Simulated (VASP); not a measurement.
VASP input:

**POSCAR**
```
Cs
1
   -3.0500000000     3.0500000000     3.0500000000
    3.0500000000    -3.0500000000     3.0500000000
    3.0500000000     3.0500000000    -3.0500000000
Cs
1
Direct
  0.0000000000   0.0000000000   0.0000000000
```

File KPOINTS:
```
Automatic
0
Gamma
 8 8 8
```

### INCAR
```
SYSTEM = Cs
IBRION = 2   ! conjugate gradients
EDIFF = 1E-6   ! SCF stop (eV)
NELM = 100   ! most electronic steps
ISMEAR = 1   ! Methfessel-Paxton
NSW = 60   ! most ionic steps
GGA = PE   ! PBE
LMAXMIX = 4
LWAVE = .FALSE.
ENCUT = 480   ! plane-wave cut-off (eV)
LASPH = .TRUE.   ! aspherical one-centre terms
LREAL = .FALSE.   ! projection in real space or not
SIGMA = 0.1
LCHARG = .FALSE.
EDIFFG = -0.01   ! ionic stop
ALGO = Normal   ! blocked Davidson
PREC = Accurate
ISIF = 3
```

POTCAR, in this order: Cs_sv (PBE.64 set). Program: vasp_std.

Task: Write an equivalent input for Quantum ESPRESSO's pw.x.

Result: One equivalent input (not run):
```
&CONTROL
  calculation = 'vc-relax'
  pseudo_dir = './pseudo'
  outdir = './out'
  tprnfor = .true.
  tstress = .true.
  nstep = 60
  forc_conv_thr = 0.00039
/
&SYSTEM
  ibrav = 0
  nat = 1
  ntyp = 1
  ecutwfc = 50
  occupations = 'smearing'
  smearing = 'methfessel-paxton'
  degauss = 0.00735
  input_dft = 'pbe'
/
&ELECTRONS
  conv_thr = 7.3e-08
  electron_maxstep = 100
/
&IONS
/
&CELL
/
ATOMIC_SPECIES
  Cs 132.905 Cs.upf
CELL_PARAMETERS angstrom
    -3.0500000    3.0500000    3.0500000
     3.0500000   -3.0500000    3.0500000
     3.0500000    3.0500000   -3.0500000
ATOMIC_POSITIONS crystal
  Cs   0.0000000  0.0000000  0.0000000
K_POINTS automatic
  8 8 8 0 0 0
```
What does not carry over: the potentials are each code's own (VASP's PAW set, PseudoDojo norm-conserving files in pw.x), so ENCUT and ecutwfc are chosen apart and not converted; conv_thr bounds pw.x's estimated SCF error, while EDIFF bounds the energy change between steps; forc_conv_thr acts on force components and is met together with etot_conv_thr.

The compound is Cs in the bcc structure. This run relaxes it. Symmetry was kept, so distortions that lower it aren't found.
